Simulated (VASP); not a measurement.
An input for Quantum ESPRESSO's pw.x (written as the equivalent of a VASP run, and not itself run):

```
&CONTROL
  calculation = 'vc-relax'
  pseudo_dir = './pseudo'
  outdir = './out'
  tprnfor = .true.
  tstress = .true.
  nstep = 40
  forc_conv_thr = 0.00078
/
&SYSTEM
  ibrav = 0
  nat = 1
  ntyp = 1
  ecutwfc = 50
  occupations = 'smearing'
  smearing = 'methfessel-paxton'
  degauss = 0.00735
  input_dft = 'pbe'
/
&ELECTRONS
  conv_thr = 7.3e-08
  electron_maxstep = 100
/
&IONS
/
&CELL
/
ATOMIC_SPECIES
  Cs 132.905 Cs.upf
CELL_PARAMETERS angstrom
    -3.0731854    3.0731854    3.0731854
     3.0731854   -3.0731854    3.0731854
     3.0731854    3.0731854   -3.0731854
ATOMIC_POSITIONS crystal
  Cs   0.0000000  0.0000000  0.0000000
K_POINTS automatic
  9 9 9 0 0 0
```

Question: Translate this input to VASP (INCAR, KPOINTS, POSCAR, choice of POTCAR).

Answer: This is not unique; one that fits is 
### INCAR
```
IBRION = 2   ! conjugate gradients
SIGMA = 0.1
EDIFFG = -0.02
SYSTEM = Cs
LWAVE = .False.
ISIF = 3
LMAXMIX = 4   ! l cut-off of mixed one-centre charges
PREC = Accurate
NELM = 100   ! most electronic steps
ALGO = Normal
LREAL = .False.
LCHARG = .False.
ENCUT = 500   ! plane-wave cut-off (eV)
GGA = PE   ! PBE
EDIFF = 1E-6
NSW = 40
ISMEAR = 1   ! Methfessel-Paxton
LASPH = .True.
```

File POSCAR:
```
Cs
1.0
 -3.0731853690   3.0731853690   3.0731853690
  3.0731853690  -3.0731853690   3.0731853690
  3.0731853690   3.0731853690  -3.0731853690
Cs
1
Cart
  0.0000000000   0.0000000000   0.0000000000
```

KPOINTS:
```
Regular mesh
0
gamma
  9 9 9
0 0 0
```

POTCAR, in this order: Cs_sv (PBE.64 set). Program: vasp_std.

Limits of the translation: the potentials are each code's own (VASP's PAW set, PseudoDojo norm-conserving files in pw.x), so ENCUT and ecutwfc are chosen apart and not converted; conv_thr bounds pw.x's estimated SCF error, while EDIFF bounds the energy change between steps; forc_conv_thr acts on force components and is met together with etot_conv_thr.

The compound is Cs in the bcc structure. It was relaxed first.
